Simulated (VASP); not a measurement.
# RPA total energies of CaO (Lime), part 6 of 6

Aim: total energies of CaO (Lime) from exact exchange and RPA correlation, beside cheaper functionals. The scan starts from a database cell scaled to its smallest volume. The cell is of the rock-salt type. The start is a cell from a database of measured crystal structures.

VASP 6.6.1, plane waves and PAW; the level of theory is named at each step.

So far. Step 31 (Exact exchange, volume ratio 1.06): The Hartree-Fock energy on these orbitals is -16.0782 eV an atom. Step 32 (Empty bands, volume ratio 1.06): WAVECAR now holds 896 bands for 16 electrons.

## (33) RPA correlation, volume ratio 1.06

This step: RPA correlation on PBE orbitals; plane waves and PAW (Ca_sv_GW, O_GW) (VASP 6.6.1).

RPA correlation at this point.

INCAR

```
SYSTEM = CaO
PREC = Accurate
ENCUT = 560
ISMEAR = 0
SIGMA = 0.05
LREAL = .FALSE.
GGA = PE
NBANDS = 896
ALGO = ACFDT
ENCUTGW = 200
NOMEGA = 12
PRECFOCK = Fast
LWAVE = .FALSE.
LCHARG = .FALSE.
```

POSCAR

```
CaO
1.0
    0.0000000000      2.4536982572      2.4536982572
    2.4536982572      0.0000000000      2.4536982572
    2.4536982572      2.4536982572      0.0000000000
Ca O
1 1
Direct
    0.0000000000      0.0000000000      0.0000000000
    0.5000000000      0.5000000000      0.5000000000
```

KPOINTS

```
Automatic mesh
0
Gamma
4 4 4
0 0 0
```

The projector-augmented-wave data sets are Ca_sv_GW and O_GW (PBE family, release 64).

On the command line:

```sh
$ mpirun -np 8 vasp_std
```

The program printed:

```text
[banner, memory and clock lines left out]
running    8 mpi-ranks, on    1 nodes
[...]
[... a notice as in an earlier step ...]

 LDA part: xc-table for (Slater+PW92), standard interpolation
 found WAVECAR, reading the header
 POSCAR, INCAR and KPOINTS ok, starting setup
[...]
reading WAVECAR
 the WAVECAR file was read successfully
 initial charge from wavefunction
 available memory per node:     63.61 GB, setting MAXMEM to     65139

 The Fermi energy was updated, please check that it is located mid-gap
 values below the HOMO (VB) or above the LUMO (CB) will cause erroneous energies
 E-fermi :   5.9737

 the WAVEDER file was read successfully
 set NWRITE>2 for more details about minimax calculation
 number of imaginary grid points requested:      12
 number of distinct grids requested:  1
 quadrature errors minimized for energies in [ 0.366E+01, 0.588E+03 ]
 bosonic grid (T=0, re) determined with error: 0.7873E-08
 bosonic grid (re): 0.7873E-08
[...]
NQ=   2    0.2500    0.0000    0.0000,
|.........|.........|.........|.........
 performed      10910000 updates of chi_q(r,r)
 total number of BLAS operations       2956.21 Gflops
NQ=   3    0.5000    0.0000    0.0000,
|.........|.........|.........|.........
 performed      16365000 updates of chi_q(r,r)
 total number of BLAS operations       4370.37 Gflops
NQ=   4    0.2500    0.2500    0.0000,
|.........|.........|.........|.........
 performed      21820000 updates of chi_q(r,r)
 total number of BLAS operations       5753.28 Gflops
NQ=   5    0.5000    0.2500    0.0000,
|.........|.........|.........|.........
 performed      27275000 updates of chi_q(r,r)
 total number of BLAS operations       7295.94 Gflops
NQ=   6   -0.2500    0.2500    0.0000,
|.........|.........|.........|.........
 performed      32730000 updates of chi_q(r,r)
 total number of BLAS operations       8904.94 Gflops
NQ=   7    0.5000    0.5000    0.0000,
|.........|.........|.........|.........
 performed      38185000 updates of chi_q(r,r)
 total number of BLAS operations      10480.60 Gflops
NQ=   8   -0.2500    0.5000    0.2500,
|.........|.........|.........|.........
 performed      43640000 updates of chi_q(r,r)
 total number of BLAS operations      12226.48 Gflops
 entering main loop
```

Elapsed: 1.8 min, on 8 MPI ranks of Intel Xeon Platinum 8488C (Sapphire Rapids), shared host; peak memory 2 GiB.

From OUTCAR (step 33):

```text
      cutoff energy     smooth cutoff   RPA   correlation   Hartree contr. to MP2
---------------------------------------------------------------------------------
            200.000           160.000      -20.0522418546      -31.4922096939
            190.476           152.381      -19.7468845992      -31.0990422860
            181.406           145.125      -19.4266691618      -30.6800714193
            172.768           138.214      -19.1003765606      -30.2459733760
            164.541           131.632      -18.7612520493      -29.7868654744
            156.705           125.364      -18.4103636211      -29.3038453861
            149.243           119.394      -18.0498796464      -28.7992331373
            142.136           113.709      -17.6850350762      -28.2800418552
  linear regression

[... 2 parts as in an earlier step ...]

[... 2 further parts left out ...]
[key lines of the parts left out:]
E-fermi :   5.9737
```

The correlation energy is -11.772 eV an atom, +4 meV against the point before. With exact exchange the total is -27.8498 eV an atom.

## (34) Comparison: r2SCAN, volume ratio 1.06

This step: r2SCAN; plane waves and PAW (Ca_sv_GW, O_GW) (VASP 6.6.1).

The comparison at this point.

INCAR

```
SYSTEM = CaO
PREC = Accurate
ENCUT = 560
EDIFF = 1E-06
NELM = 100
ISMEAR = 0
SIGMA = 0.05
LREAL = .FALSE.
ALGO = Normal
METAGGA = R2SCAN
LASPH = .TRUE.
NBANDS = 14
LWAVE = .FALSE.
LCHARG = .FALSE.
KPAR = 8
```

POSCAR is that of step 33.

KPOINTS is that of step 33.

On the command line:

```sh
$ mpirun -np 8 vasp_std
```

The program printed:

```text
[... set-up lines as in an earlier step ...]
 entering main loop
       N       E                     dE             d eps       ncg     rms          rms(c)
DAV:   1     0.194520E+03    0.19452E+03   -0.77720E+03   224   0.125E+03
DAV:   2    -0.160753E+02   -0.21060E+03   -0.18560E+03   278   0.492E+02
DAV:   3    -0.347759E+02   -0.18701E+02   -0.18031E+02   370   0.153E+02
DAV:   4    -0.352200E+02   -0.44408E+00   -0.44357E+00   322   0.235E+01
[...]
DAV:  13    -0.244127E+02    0.23011E-03   -0.76485E-04   362   0.418E-01    0.517E-02
DAV:  14    -0.244127E+02    0.69834E-05   -0.36477E-05   256   0.689E-02    0.232E-02
DAV:  15    -0.244127E+02   -0.86760E-06   -0.55828E-06   336   0.245E-02
   1 F= -.24412652E+02 E0= -.24412652E+02  d E =-.276798E-12
```

The job ended after 18 s (8 MPI ranks; peak memory 1.2 GiB).

Parts of OUTCAR (step 34):

```text
  Total       -1.3842477     -1.3842477     -1.3842477     -0.0000000     -0.0000000     -0.0000000
  in kB      -75.0638673    -75.0638673    -75.0638673     -0.0000000     -0.0000000     -0.0000000
  external PRESSURE =     -75.0638673 kB  Pullay stress =       0.0000000 kB

 POSITION                                       TOTAL-FORCE (eV/Angst)
 -----------------------------------------------------------------------------------
      0.00000      0.00000      0.00000         0.000000      0.000000      0.000000
      2.45370      2.45370      2.45370         0.000000      0.000000      0.000000
 -----------------------------------------------------------------------------------
    total drift:                                0.000000      0.000000      0.000000

  FREE ENERGIE OF THE ION-ELECTRON SYSTEM (eV)
  ---------------------------------------------------
  free  energy   TOTEN  =       -24.4126524957 eV

  energy  without entropy=      -24.4126524957  energy(sigma->0) =      -24.41265250

[... 2 parts as in an earlier step ...]

[... 1 further part left out ...]
[key lines of the parts left out:]
E-fermi :   4.0399
```

Its energy is -12.2063 eV an atom, on a zero of its own.

## (35) Orbitals for comparison: HSE06, volume ratio 1.06

This step: PBE; plane waves and PAW (Ca_sv_GW, O_GW) (VASP 6.6.1).

Starting orbitals, as before.

INCAR

```
SYSTEM = CaO
PREC = Accurate
ENCUT = 560
EDIFF = 1E-05
NELM = 100
ISMEAR = 0
SIGMA = 0.05
LREAL = .FALSE.
ALGO = Normal
GGA = PE
NBANDS = 14
LORBIT = 11
LWAVE = .TRUE.
LCHARG = .FALSE.
KPAR = 8
```

POSCAR is that of step 34.

KPOINTS is that of step 34.

On the command line:

```sh
$ mpirun -np 8 vasp_std
```

The program printed:

```text
[... set-up lines as in an earlier step ...]
 entering main loop
       N       E                     dE             d eps       ncg     rms          rms(c)
[... 11 cycles as in an earlier step ...]
DAV:  12    -0.177602E+02   -0.16679E-04   -0.63698E-05   294   0.957E-02    0.276E-02
DAV:  13    -0.177602E+02    0.53270E-06   -0.25103E-06   130   0.345E-02
   1 F= -.17760220E+02 E0= -.17760220E+02  d E =-.372331E-21
 writing wavefunctions
```

Run time: 7.2 s. Hardware: 8 MPI ranks; peak memory 1.2 GiB.

OUTCAR, selected parts (step 35):

```text
  Total       -0.8836989     -0.8836989     -0.8836989     -0.0000000      0.0000000     -0.0000000
  in kB      -47.9205134    -47.9205134    -47.9205134     -0.0000000      0.0000000     -0.0000000
  external PRESSURE =     -47.9205134 kB  Pullay stress =       0.0000000 kB

 POSITION                                       TOTAL-FORCE (eV/Angst)
 -----------------------------------------------------------------------------------
      0.00000      0.00000      0.00000         0.000000     -0.000000     -0.000000
      2.45370      2.45370      2.45370        -0.000000      0.000000      0.000000
 -----------------------------------------------------------------------------------
    total drift:                                0.000000      0.000000      0.000000

  FREE ENERGIE OF THE ION-ELECTRON SYSTEM (eV)
  ---------------------------------------------------
  free  energy   TOTEN  =       -17.7602202911 eV

  energy  without entropy=      -17.7602202911  energy(sigma->0) =      -17.76022029

[... 2 parts as in an earlier step ...]

[... 1 further part left out ...]
[key lines of the parts left out:]
E-fermi :   4.4704
```

The run ends at a pressure of -4.79 GPa.

## (36) Comparison: HSE06, volume ratio 1.06

This step: HSE06; plane waves and PAW (Ca_sv_GW, O_GW) (VASP 6.6.1).

The comparison at this point.

INCAR

```
SYSTEM = CaO
PREC = Accurate
ENCUT = 560
EDIFF = 1E-06
NELM = 100
ISMEAR = 0
SIGMA = 0.05
LREAL = .FALSE.
ALGO = Normal
LHFCALC = .TRUE.
AEXX = 0.25
GGA = PE
HFSCREEN = 0.2
LASPH = .TRUE.
NBANDS = 14
PRECFOCK = Fast
LWAVE = .FALSE.
LCHARG = .FALSE.
KPAR = 8
```

POSCAR is that of step 35.

KPOINTS is that of step 35.

The WAVECAR or CHGCAR of an earlier step is read.

On the command line:

```sh
$ mpirun -np 8 vasp_std
```

The program printed:

```text
[... set-up lines as in an earlier step ...]
 entering main loop
       N       E                     dE             d eps       ncg     rms          rms(c)
DAV:   1    -0.207985E+02   -0.20798E+02   -0.26922E-01   320   0.117E+01    0.107E+00
DAV:   2    -0.207921E+02    0.63728E-02   -0.34805E-02   348   0.254E+00    0.586E-01
DAV:   3    -0.207915E+02    0.57098E-03   -0.42421E-03   330   0.720E-01    0.401E-01
DAV:   4    -0.207909E+02    0.69131E-03   -0.86148E-04   286   0.495E-01    0.231E-01
DAV:   5    -0.207907E+02    0.13366E-03   -0.36932E-04   366   0.268E-01    0.137E-01
DAV:   6    -0.207907E+02    0.49805E-04   -0.18555E-05   356   0.745E-02    0.749E-02
DAV:   7    -0.207907E+02    0.12865E-04   -0.94259E-06   378   0.388E-02    0.404E-02
DAV:   8    -0.207907E+02    0.29949E-05   -0.30214E-06   272   0.314E-02    0.233E-02
DAV:   9    -0.207907E+02    0.73843E-06   -0.10175E-06   118   0.191E-02
   1 F= -.20790653E+02 E0= -.20790653E+02  d E =-.166776E-18
```

Run time: 24 s. Hardware: 8 MPI ranks; peak memory 1.9 GiB; 2.5 min of CPU time.

OUTCAR, selected parts (step 36):

```text
 POSITION                                       TOTAL-FORCE (eV/Angst)
 -----------------------------------------------------------------------------------
      0.00000      0.00000      0.00000         0.000000      0.000000      0.000000
      2.45370      2.45370      2.45370         0.000000      0.000000      0.000000
 -----------------------------------------------------------------------------------
    total drift:                                0.000001     -0.000001      0.000002

  FREE ENERGIE OF THE ION-ELECTRON SYSTEM (eV)
  ---------------------------------------------------
  free  energy   TOTEN  =       -20.7906527468 eV

  energy  without entropy=      -20.7906527468  energy(sigma->0) =      -20.79065275

[... 2 parts as in an earlier step ...]

[... 1 further part left out ...]
[key lines of the parts left out:]
E-fermi :   3.3784
```

Its energy is -10.3953 eV an atom, on a zero of its own.

## (37) Summary

This step: exact exchange and RPA correlation on PBE orbitals, beside r2SCAN, beside HSE06; plane waves and PAW (VASP 6.6.1).

No new run; the numbers come from the runs before.

This step gave:

```yaml
equilibrium_volume_exx_rpa: 13.97 Å³/atom
bulk_modulus: 112.4 GPa
```

Table of energy above the lowest point by volume; values in meV/atom:

```
volume (Å³/atom)   PBE   EXX  EXX+RPA  r2SCAN  HSE06
          13.100  24.3  38.7     21.4    11.4   11.9
          13.518  7.19  14.4     5.47   0.735  0.836
          13.937     0  2.02        0       0      0
          14.355  1.56     0     3.52    8.11   7.55
          14.773  10.4  6.79     14.5    23.5   22.4
```

Cost is wall time times ranks on a shared host; the RPA row holds all its steps. Fits of the equation of state:

```
  level  V0 (Å³/atom)  B0 (GPa)  fit error (meV/atom)  minimum inside the series  cost a point (core minutes)
    PBE         14.07     105.9               0.02277                        yes                         0.86
    EXX         14.24     120.8               0.02189                        yes                         2.07
EXX+RPA         13.97     112.4               0.01445                        yes                         13.6
 r2SCAN         13.75     116.3               0.03548                        yes                         1.78
  HSE06         13.77     115.3               0.02551                        yes                         2.44
```

## (38) Results

| Item | Value |
| --- | --- |
| PBE | V0 14.07 Å³/atom, B0 106 GPa |
| EXX | V0 14.24 Å³/atom, B0 121 GPa |
| EXX+RPA | V0 13.97 Å³/atom, B0 112 GPa |
| r2SCAN | V0 13.75 Å³/atom, B0 116 GPa |
| HSE06 | V0 13.77 Å³/atom, B0 115 GPa |

In words: Exact exchange with RPA correlation puts the minimum at 13.97 Å³ an atom, with a bulk modulus of 112 GPa. PBE puts the volume 0.68 % above EXX+RPA, at roughly 1/16 of its cost. r2SCAN puts the volume 1.6 % below EXX+RPA, at roughly 1/8 of its cost. HSE06 puts the volume 1.5 % below EXX+RPA, at roughly 1/6 of its cost. Correlation shrinks the exact-exchange volume by 1.9 %. Neither mesh nor response cutoff was varied, so differences in volume under about 1 % aren't resolved. Exact exchange and correlation are taken on one coarse mesh and aren't self-consistent; the correlation energy is extrapolated in the response cutoff by the program, which at the first volume adds -1749 meV an atom to the value at the highest cutoff and varies with the volume; a small fit error says nothing about that part. NBANDS follows the largest plane-wave count of any k point, which rises in steps with the volume. The cheaper functionals share the mesh. Not tabulated here, as repeats of values shown or as unfit to read for their mesh, reference level or band range: eps2 curves (empty bands); eps1 curves and static values (empty bands); gaps (empty bands).

[Long decimals in the printed logs are rounded to 6 places.]

[Lines on the potential files, build, host, timing and source positions are cut from VASP's logs without a mark.]

[Logs are printed without paths, hosts, clocks, repeated set-up lines and the standing remarks that a program may print on its own settings, such as how far it seeks lower states.]

[Hosts, paths, dates, database ids (printed as entryN), source tags and the programs' standing remarks are cut or masked in the printed files.]

[Measured values are set beside computed ones only where the two were judged alike; some that the calculation misses by far are left out.]

[Pressures printed for these runs are not shown converged in the cutoff: they can be off by several GPa and have the wrong sign.]
